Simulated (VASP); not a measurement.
OSZICAR of a VASP run on NaI (rock salt):

OSZICAR:
```
       N       E                     dE             d eps       ncg     rms          rms(c)
DAV:   1     0.769532251297E+02    0.76953E+02   -0.65987E+03   352   0.107E+03
DAV:   2     0.164713424578E+01   -0.75306E+02   -0.71200E+02   374   0.225E+02
DAV:   3    -0.522586641339E+01   -0.68730E+01   -0.68179E+01   430   0.690E+01
DAV:   4    -0.545152775504E+01   -0.22566E+00   -0.22554E+00   415   0.129E+01
DAV:   5    -0.545742601845E+01   -0.58983E-02   -0.58981E-02   426   0.217E+00    0.162E+00
DAV:   6    -0.539410389480E+01    0.63322E-01   -0.90113E-02   406   0.200E+00    0.111E+00
DAV:   7    -0.538491904533E+01    0.91848E-02   -0.76065E-02   403   0.169E+00    0.588E-01
DAV:   8    -0.538707855474E+01   -0.21595E-02   -0.54775E-03   361   0.716E-01    0.155E-01
DAV:   9    -0.538704230374E+01    0.36251E-04   -0.14811E-04   400   0.135E-01    0.454E-02
DAV:  10    -0.538705662586E+01   -0.14322E-04   -0.43716E-05   403   0.796E-02    0.701E-03
DAV:  11    -0.538705693547E+01   -0.30961E-06   -0.49237E-06   373   0.250E-02    0.231E-03
DAV:  12    -0.538705720151E+01   -0.26604E-06   -0.61819E-07   385   0.606E-03    0.115E-03
DAV:  13    -0.538705725017E+01   -0.48659E-07   -0.76995E-09   254   0.105E-03
   1 F= -.53870573E+01 E0= -.53870573E+01  d E =-.517386E-18
```

Q: Which electronic solver shows in the log?

A: It is blocked Davidson (ALGO = Normal, or the opening steps of other solvers). The INCAR had ALGO = Normal.

Q: Can the final energy be trusted as converged?

A: Self-consistency was reached. It stopped with EDIFF = 1E-7, NELM = 100 (PBE GGA, plane waves, VASP's PBE PAW potentials (set 64)).

The compound is NaI in the rock salt structure. It was relaxed first.
